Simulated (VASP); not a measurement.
Here is the system:

```
Cr
1.0
    2.90667     0.00000     0.00000
    0.00000     2.90667     0.00000
    0.00000     0.00000     2.90667
Cr
2
Direct
  0.00000   0.00000   0.00000
  0.50000   0.50000   0.50000
```
Starting moments (μB, in the order of the record's atoms Cr Cr): 1.0 -1.0.

Computed with vdW-DF2, VASP's PBE PAW potentials (set 64) (plane waves; VASP). Run with 520 eV cut-off, Gaussian smearing of 0.050 eV, potentials Cr_pv.

### Question
Estimate the cell moment, band gap (along the path) with the smallest direct gap where there is one.

### Answer

```yaml
band gap (along the path): none (metal, semimetal or under 0.01 eV)
cell_moment: 0.00 μB
```

The absolute energy has meaning only against runs of the same code, potentials and settings.

The compound is Cr in the bcc, AFM order structure. It was relaxed first.
